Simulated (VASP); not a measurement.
All values below come from PBE GGA, VASP's PBE PAW potentials (set 64) (plane waves; VASP).

VASP input:

### KPOINTS
```
Automatic mesh
0
Gamma
1 1 1
0 0 0
```

File POSCAR:
```
B32N31Si
1.0
  7.2488848260   0.0000000000   0.0000000000
  0.0000000000   7.2488848260   0.0000000000
  0.0000000000   0.0000000000   7.2488848260
B N Si
32 31 1
direct
  0.5000000000   0.0000000000   0.0000000000
  0.7542500000   0.2443960000   0.0027680000
  0.7565400000   0.0004990000   0.2501000000
  0.0000000000   0.0000000000   0.0000000000
  0.2500000000   0.2500000000   0.0000000000
  0.5034640000   0.5003420000   0.0042300000
  0.7500000000   0.7500000000   0.0000000000
  0.2500000000   0.0000000000   0.2500000000
  0.5027990000   0.2568010000   0.2518910000
  0.7431490000   0.4940840000   0.2509450000
  0.5032700000   0.0068770000   0.4934210000
  0.7441190000   0.2469870000   0.4942700000
  0.7500000000   0.0000000000   0.7500000000
  0.0000000000   0.5000000000   0.0000000000
  0.2500000000   0.7500000000   0.0000000000
  0.0000000000   0.2500000000   0.2500000000
  0.2494390000   0.5006050000   0.2510590000
  0.5020570000   0.7566080000   0.2529940000
  0.0000000000   0.0000000000   0.5000000000
  0.2433970000   0.2446250000   0.4964780000
  0.4971070000   0.5005510000   0.4946640000
  0.7544840000   0.7493610000   0.5014570000
  0.2500000000   0.0000000000   0.7500000000
  0.5055630000   0.2502700000   0.7560440000
  0.7473140000   0.4963830000   0.7486340000
  0.0000000000   0.7500000000   0.2500000000
  0.0000000000   0.5000000000   0.5000000000
  0.2500000000   0.7500000000   0.5000000000
  0.0000000000   0.2500000000   0.7500000000
  0.2500000000   0.5000000000   0.7500000000
  0.5000000000   0.7500000000   0.7500000000
  0.0000000000   0.7500000000   0.7500000000
  0.6196410000   0.1265320000   0.1221840000
  0.8809870000   0.3797330000   0.1291490000
  0.8812910000   0.1288130000   0.3762530000
  0.1250000000   0.1250000000   0.1250000000
  0.3787780000   0.3756750000   0.1202730000
  0.6279950000   0.6183040000   0.1251820000
  0.8750000000   0.8750000000   0.1250000000
  0.3797080000   0.1264600000   0.3743830000
  0.8773430000   0.6298060000   0.3716110000
  0.6318420000   0.1194690000   0.6291040000
  0.8806610000   0.3780770000   0.6289370000
  0.8750000000   0.1250000000   0.8750000000
  0.1250000000   0.6250000000   0.1250000000
  0.3750000000   0.8750000000   0.1250000000
  0.1250000000   0.3750000000   0.3750000000
  0.3685730000   0.6208280000   0.3717210000
  0.6250000000   0.8750000000   0.3750000000
  0.1250000000   0.1250000000   0.6250000000
  0.3799040000   0.3682310000   0.6198080000
  0.6289510000   0.6208770000   0.6242010000
  0.8750000000   0.8750000000   0.6250000000
  0.3750000000   0.1250000000   0.8750000000
  0.6250000000   0.3750000000   0.8750000000
  0.8750000000   0.6250000000   0.8750000000
  0.1250000000   0.8750000000   0.3750000000
  0.1250000000   0.6250000000   0.6250000000
  0.3750000000   0.8750000000   0.6250000000
  0.1250000000   0.3750000000   0.8750000000
  0.3750000000   0.6250000000   0.8750000000
  0.6250000000   0.8750000000   0.8750000000
  0.1250000000   0.8750000000   0.8750000000
  0.6183380000   0.3700150000   0.3770100000
```

**INCAR**
```
ALGO = Fast
EDIFF = 1E-5
EDIFFG = -0.03
ENCUT = 400
GGA = PE
IBRION = 2
ISIF = 2
ISMEAR = 0
ISYM = 0
LASPH = .TRUE.
LCHARG = .FALSE.
LREAL = Auto
LWAVE = .TRUE.
NELECT = 256.0
NELM = 100
NELMIN = 4
NSW = 60
PREC = Normal
SIGMA = 0.05
SYSTEM = B32N31Si
```

POTCAR, in this order: B N Si (PBE.64 set). Program: vasp_gam.

Output of the run:

**OSZICAR**
```
...
       N       E                     dE             d eps       ncg     rms          rms(c)
DAV:   1    -0.531259913516E+03   -0.11448E+01   -0.15067E+02   330   0.336E+01    0.335E+00
RMM:   2    -0.531377470113E+03   -0.11756E+00   -0.25093E+00   322   0.433E+00    0.140E+00
RMM:   3    -0.531357652986E+03    0.19817E-01   -0.30821E-01   322   0.149E+00    0.882E-01
RMM:   4    -0.531354009575E+03    0.36434E-02   -0.71900E-02   322   0.605E-01    0.325E-01
RMM:   5    -0.531354800021E+03   -0.79045E-03   -0.10324E-02   328   0.231E-01    0.158E-01
RMM:   6    -0.531354795849E+03    0.41717E-05   -0.17159E-03   322   0.966E-02    0.312E-02
RMM:   7    -0.531354803641E+03   -0.77919E-05   -0.27753E-04   321   0.392E-02    0.194E-02
RMM:   8    -0.531354809253E+03   -0.56124E-05   -0.10089E-04   292   0.208E-02    0.659E-03
RMM:   9    -0.531354809699E+03   -0.44582E-06   -0.20249E-05   212   0.904E-03
   7 F= -.53135481E+03 E0= -.53135481E+03  d E =-.111893E+01
       N       E                     dE             d eps       ncg     rms          rms(c)
DAV:   1    -0.531398666882E+03   -0.43858E-01   -0.35106E+01   324   0.168E+01    0.169E+00
RMM:   2    -0.531457011969E+03   -0.58345E-01   -0.83059E-01   322   0.256E+00    0.810E-01
RMM:   3    -0.531457211702E+03   -0.19973E-03   -0.85359E-02   322   0.821E-01    0.517E-01
RMM:   4    -0.531455521053E+03    0.16906E-02   -0.21161E-02   322   0.345E-01    0.150E-01
RMM:   5    -0.531455822257E+03   -0.30120E-03   -0.35191E-03   330   0.134E-01    0.788E-02
RMM:   6    -0.531455812428E+03    0.98284E-05   -0.12871E-03   322   0.744E-02    0.340E-02
RMM:   7    -0.531455785249E+03    0.27179E-04   -0.15142E-04   322   0.310E-02    0.149E-02
RMM:   8    -0.531455793167E+03   -0.79179E-05   -0.13962E-04   320   0.234E-02    0.151E-02
RMM:   9    -0.531455787109E+03    0.60577E-05   -0.26670E-05   220   0.123E-02
   8 F= -.53145579E+03 E0= -.53145579E+03  d E =-.100977E+00
       N       E                     dE             d eps       ncg     rms          rms(c)
DAV:   1    -0.531511234207E+03   -0.55441E-01   -0.51548E+00   340   0.640E+00    0.666E-01
RMM:   2    -0.531520129696E+03   -0.88955E-02   -0.12600E-01   322   0.994E-01    0.313E-01
RMM:   3    -0.531520219371E+03   -0.89675E-04   -0.12966E-02   322   0.320E-01    0.207E-01
RMM:   4    -0.531519936627E+03    0.28274E-03   -0.32509E-03   322   0.134E-01    0.611E-02
RMM:   5    -0.531519986888E+03   -0.50261E-04   -0.57776E-04   330   0.532E-02    0.315E-02
RMM:   6    -0.531519983717E+03    0.31709E-05   -0.21503E-04   322   0.300E-02    0.140E-02
RMM:   7    -0.531519979257E+03    0.44604E-05   -0.25499E-05   218   0.126E-02
   9 F= -.53151998E+03 E0= -.53151998E+03  d E =-.165170E+00
       N       E                     dE             d eps       ncg     rms          rms(c)
DAV:   1    -0.531544285684E+03   -0.24302E-01   -0.68127E+00   340   0.742E+00    0.655E-01
RMM:   2    -0.531553966834E+03   -0.96811E-02   -0.13664E-01   322   0.104E+00    0.318E-01
RMM:   3    -0.531553944875E+03    0.21959E-04   -0.14711E-02   323   0.338E-01    0.200E-01
RMM:   4    -0.531553652499E+03    0.29238E-03   -0.34662E-03   324   0.140E-01    0.568E-02
RMM:   5    -0.531553693034E+03   -0.40534E-04   -0.50726E-04   330   0.532E-02    0.282E-02
RMM:   6    -0.531553693640E+03   -0.60612E-06   -0.15908E-04   319   0.266E-02    0.109E-02
RMM:   7    -0.531553692115E+03    0.15252E-05   -0.23668E-05   216   0.112E-02
  10 F= -.53155369E+03 E0= -.53155369E+03  d E =-.337129E-01
       N       E                     dE             d eps       ncg     rms          rms(c)
DAV:   1    -0.531554681641E+03   -0.98800E-03   -0.17310E-01   372   0.118E+00    0.101E-01
RMM:   2    -0.531554928975E+03   -0.24733E-03   -0.34466E-03   322   0.165E-01    0.512E-02
RMM:   3    -0.531554926686E+03    0.22887E-05   -0.37174E-04   324   0.535E-02    0.317E-02
RMM:   4    -0.531554919748E+03    0.69380E-05   -0.88530E-05   313   0.223E-02
  11 F= -.53155492E+03 E0= -.53155492E+03  d E =-.349405E-01
       N       E                     dE             d eps       ncg     rms          rms(c)
DAV:   1    -0.531559204643E+03   -0.42780E-02   -0.11969E+00   356   0.312E+00    0.249E-01
RMM:   2    -0.531560336306E+03   -0.11317E-02   -0.20686E-02   322   0.401E-01    0.126E-01
RMM:   3    -0.531560278381E+03    0.57925E-04   -0.27792E-03   323   0.139E-01    0.674E-02
RMM:   4    -0.531560276388E+03    0.19937E-05   -0.65906E-04   326   0.558E-02    0.231E-02
RMM:   5    -0.531560281493E+03   -0.51056E-05   -0.76509E-05   265   0.209E-02
  12 F= -.53156028E+03 E0= -.53156028E+03  d E =-.536175E-02
       N       E                     dE             d eps       ncg     rms          rms(c)
DAV:   1    -0.531560603215E+03   -0.32683E-03   -0.49195E-02   372   0.633E-01    0.501E-02
RMM:   2    -0.531560646353E+03   -0.43137E-04   -0.81136E-04   322   0.793E-02    0.255E-02
RMM:   3    -0.531560643125E+03    0.32277E-05   -0.10713E-04   319   0.274E-02    0.137E-02
RMM:   4    -0.531560642676E+03    0.44940E-06   -0.24576E-05   209   0.109E-02
  13 F= -.53156064E+03 E0= -.53156064E+03  d E =-.572293E-02
       N       E                     dE             d eps       ncg     rms          rms(c)
DAV:   1    -0.531562551794E+03   -0.19087E-02   -0.35543E-01   340   0.170E+00    0.140E-01
RMM:   2    -0.531562898236E+03   -0.34644E-03   -0.55912E-03   322   0.209E-01    0.709E-02
RMM:   3    -0.531562901428E+03   -0.31927E-05   -0.86327E-04   328   0.729E-02    0.386E-02
RMM:   4    -0.531562901111E+03    0.31784E-06   -0.16165E-04   321   0.284E-02    0.129E-02
RMM:   5    -0.531562903085E+03   -0.19746E-05   -0.25235E-05   221   0.112E-02
  14 F= -.53156290E+03 E0= -.53156290E+03  d E =-.226041E-02
       N       E                     dE             d eps       ncg     rms          rms(c)
DAV:   1    -0.531562905151E+03   -0.40404E-05   -0.56083E-04   380   0.678E-02    0.567E-03
RMM:   2    -0.531562905397E+03   -0.24597E-06   -0.75643E-06   189   0.756E-03    0.302E-03
RMM:   3    -0.531562905314E+03    0.82575E-07   -0.81517E-07   148   0.257E-03    0.152E-03
RMM:   4    -0.531562905304E+03    0.10470E-07   -0.30902E-07    95   0.151E-03
  15 F= -.53156291E+03 E0= -.53156291E+03  d E =-.226263E-02
       N       E                     dE             d eps       ncg     rms          rms(c)
DAV:   1    -0.531563683007E+03   -0.77769E-03   -0.14070E-01   340   0.107E+00    0.787E-02
RMM:   2    -0.531563804533E+03   -0.12153E-03   -0.20324E-03   322   0.125E-01    0.405E-02
RMM:   3    -0.531563813874E+03   -0.93405E-05   -0.33908E-04   328   0.449E-02    0.224E-02
RMM:   4    -0.531563814592E+03   -0.71808E-06   -0.52825E-05   250   0.168E-02
  16 F= -.53156381E+03 E0= -.53156381E+03  d E =-.909288E-03
       N       E                     dE             d eps       ncg     rms          rms(c)
DAV:   1    -0.531563828246E+03   -0.14373E-04   -0.21962E-03   388   0.133E-01    0.105E-02
RMM:   2    -0.531563830665E+03   -0.24180E-05   -0.34115E-05   233   0.163E-02    0.572E-03
RMM:   3    -0.531563831004E+03   -0.33973E-06   -0.52226E-06   185   0.574E-03    0.328E-03
RMM:   4    -0.531563831093E+03   -0.88974E-07   -0.97069E-07   118   0.218E-03
  17 F= -.53156383E+03 E0= -.53156383E+03  d E =-.925789E-03
       N       E                     dE             d eps       ncg     rms          rms(c)
DAV:   1    -0.531563999698E+03   -0.16869E-03   -0.56383E-02   348   0.673E-01    0.532E-02
RMM:   2    -0.531564061972E+03   -0.62274E-04   -0.97620E-04   322   0.873E-02    0.276E-02
RMM:   3    -0.531564061781E+03    0.19080E-06   -0.12448E-04   323   0.297E-02    0.149E-02
RMM:   4    -0.531564061193E+03    0.58778E-06   -0.26043E-05   216   0.118E-02
  18 F= -.53156406E+03 E0= -.53156406E+03  d E =-.230100E-03
```

### OUTCAR
```
------------------------ aborting loop because EDIFF is reached ----------------------------------------
  FORCE on cell =-STRESS in cart. coord.  units (eV):
  Direction    XX          YY          ZZ          XY          YZ          ZX
  --------------------------------------------------------------------------------------
  Total       32.2718170     32.2627041     32.2602285      0.0023741      0.0236106     -0.0032238
  in kB      135.7439248    135.7055937    135.6951803      0.0099859      0.0993126     -0.0135602
  external PRESSURE =     135.7148996 kB  Pullay stress =       0.0000000 kB
  volume of cell :      380.90
      direct lattice vectors                 reciprocal lattice vectors
     7.248884826  0.000000000  0.000000000     0.137952254  0.000000000  0.000000000
     0.000000000  7.248884826  0.000000000     0.000000000  0.137952254  0.000000000
     0.000000000  0.000000000  7.248884826     0.000000000  0.000000000  0.137952254
  FREE ENERGIE OF THE ION-ELECTRON SYSTEM (eV)
  ---------------------------------------------------
  free  energy   TOTEN  =      -531.5640611935 eV

  energy  without entropy=     -531.5640611935  energy(sigma->0) =     -531.56406119

 reached required accuracy - stopping structural energy minimisation
```
(Selected blocks of OUTCAR.)

**CONTCAR**
```
B32N31Si
   1.00000000000000
     7.2488848260000003    0.0000000000000000    0.0000000000000000
     0.0000000000000000    7.2488848260000003    0.0000000000000000
     0.0000000000000000    0.0000000000000000    7.2488848260000003
  B               N               Si
    32    31     1
Direct
     0.5011789784045533    0.9970784577479601    0.9971939189008916
     0.7511129685372928    0.2492020524607078    0.9991416208601284
     0.7511031959769466    0.9990940700527956    0.2493282684473378
     0.0005537439141878    0.9998219181777946    0.9999559607633959
     0.2478568573597899    0.2504037229350119    0.9972430169664623
     0.5000248468906930    0.5003136364037125    0.9991821101682512
     0.7499389267888601    0.7524428856937889    0.9972483983851405
     0.2478989655680139    0.9971293352563683    0.2505602053242473
     0.4831248496361715    0.2323232728960099    0.2323954836406632
     0.7680143978833802    0.5172098023082523    0.2325280329190751
     0.4999983183208646    0.9990512658937976    0.5004683039512944
     0.7679007536786525    0.2323417342534939    0.5173605669548424
     0.7499217740041666    0.9970605923835320    0.7526103528645448
     0.0032296875342550    0.4991581282562758    0.9972242198163360
     0.2506152339685505    0.7497720539021796    0.9999447528020455
     0.0012445165329599    0.2492187253985888    0.2493734233186204
     0.2498654005386094    0.5003478604961991    0.2493249804111231
     0.5000169330706506    0.7504829830650227    0.2493384444675001
     0.0032523654167819    0.9971196415540381    0.4992719687463604
     0.2498695489852460    0.2492732777046859    0.5004364834005500
     0.4830826109339397    0.5172572708368585    0.5173432780156286
     0.7511258931863891    0.7505233650785795    0.5004643130543888
     0.2506400682815034    0.9998386529200378    0.7498265295673869
     0.4999724938003622    0.2492526154949236    0.7505992857981171
     0.7511272175080389    0.5003465703699613    0.7505980335172501
     0.0032659042206941    0.7525085375979661    0.2505448352525223
     0.0012641701478862    0.5003396826427117    0.5004338901432884
     0.2478550411570788    0.7524633825821772    0.4992719370194513
     0.0032366774234088    0.2504130373425197    0.7525745997442320
     0.2478427260736350    0.4991572170528068    0.7526025198074725
     0.5011784581758365    0.7524418726430550    0.7526130709554412
     0.0005477345749731    0.7497406805352689    0.7498734209850214
     0.6246536997165928    0.1173510205699673    0.1174426039833411
     0.8829781254974729    0.3756720927344884    0.1174872446697280
     0.8829485247705007    0.1173959598649939    0.3758340576019452
     0.1251427465313309    0.1238820740471668    0.1240281265683963
     0.3681428864751808    0.3738679596769774    0.1174537885230590
     0.6264760218549004    0.6321724994112736    0.1175068419499158
     0.8764705992366357    0.8752043980671143    0.1240060371269332
     0.3681871476763979    0.1173725069542203    0.3740034622173659
     0.8830222268803147    0.6322309805690653    0.3739984667968277
     0.6264434593992071    0.1173168756092079    0.6323851058390255
     0.8829788720025968    0.3738705571898411    0.6323060668140491
     0.8764889115143437    0.1238617218283058    0.8753089857317675
     0.1259838766343283    0.6256989681532995    0.1239924211066407
     0.3746684384456384    0.8743701204349910    0.1240027922432249
     0.1255700519972470    0.3748093993595820    0.3748877239052069
     0.3681326969770067    0.6322101126051926    0.3757962061942803
     0.6255683758190516    0.8747802363725562    0.3749070249646601
     0.1259991786375678    0.1239126144312439    0.6257697534404880
     0.3681337208654979    0.3757265004684134    0.6323246974910876
     0.6246658011675914    0.6322056786707926    0.6323093182660001
     0.8764828307695477    0.8743825256169784    0.6257979962131279
     0.3746459795356542    0.1238875494720548    0.8744772996287308
     0.6255748991688578    0.3747804666800478    0.8748687883096056
     0.8764822189071261    0.6256694003869768    0.8744835203830866
     0.1255658326797038    0.8748296955391043    0.3749128220298757
     0.1251282044710277    0.6256888924596589    0.6258260061728239
     0.3746600645401592    0.8751647824527299    0.6258110060375159
     0.1255403844077066    0.3747958531737484    0.8749270553473834
     0.3746620190092820    0.6256782420958805    0.8753223766620477
     0.6255625877916141    0.8747267387861490    0.8749178345644733
     0.1255832555941679    0.8747987847402290    0.8748811815792857
     0.6255591025313925    0.3747654896406920    0.3749181606691005
```

At this cut-off the stress carries a Pulay error, which pulls relaxed volumes low. The cell is charged, with a uniform compensating background. The supercell is sampled at Γ alone, which is coarse: total energies, pressure and levels can be off, energies of defects by several tenths of an eV.

The cell is a supercell with a defect, built from BN (zinc blende): Si_N, charge -1. The run is not spin-polarised, so no state with unpaired spins was tried.
